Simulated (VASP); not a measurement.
Mg3CdSe2O2, 8 atoms in the cell. Symmetry: P6/mmm, No. 191, hexagonal system. The conventional cell has a = 6.103 Å, b = 6.103 Å, c = 5.487 Å, α = 90.00°, β = 90.00°, γ = 120.00°. Mg (site symmetry mmm) has 2 Se at 1.76 Å as nearest neighbours. Cd (site symmetry 6/mmm) has 2 O at 1.65 Å as nearest neighbours. Se (site symmetry -6m2) has 3 Mg at 1.76 Å as nearest neighbours. O (site symmetry 6mm) is surrounded by 1 Cd at 1.65 Å. The cell was built by a generator and needn't be a form met in nature.

| Quantity | Value |
| --- | --- |
| Program | VASP 6.6.1 |
| Task | relaxation of cell and atoms |
| Functional | PBE |
| Potentials or basis | VASP PAW PBE potentials, release 64 (Mg, Cd, Se, O) |
| Cutoff | 520 eV |
| k mesh | 3 × 3 × 3 |
| Occupations | gaussian, width 0.15 eV |
| Spin | no spin polarisation |
| Further INCAR settings | PREC = Normal; ALGO = Fast; EDIFF = 0.0001; IBRION = 2; EDIFFG = -0.08; NSW = 24; ISIF = 3 |

Potentials or basis: VASP PAW PBE potentials, release 64 (Mg, Cd, Se, O).

Command:

```console
$ cat potpaw_PBE.64/Mg/POTCAR potpaw_PBE.64/Cd/POTCAR potpaw_PBE.64/Se/POTCAR potpaw_PBE.64/O/POTCAR > POTCAR
$ mpirun -np 2 vasp_std > vasp.out
```

Hardware: 2 MPI ranks on Intel(R) Xeon(R) Platinum 8488C (Sapphire Rapids) (shared host).

Problem. Estimate the wall time of this run.

Solution. Run time: 3.7 min on 2 MPI ranks on Intel(R) Xeon(R) Platinum 8488C (Sapphire Rapids) (shared host), peak memory 0.22 GiB a rank. Counts: scf iterations 244, k points 6, ion steps 18.
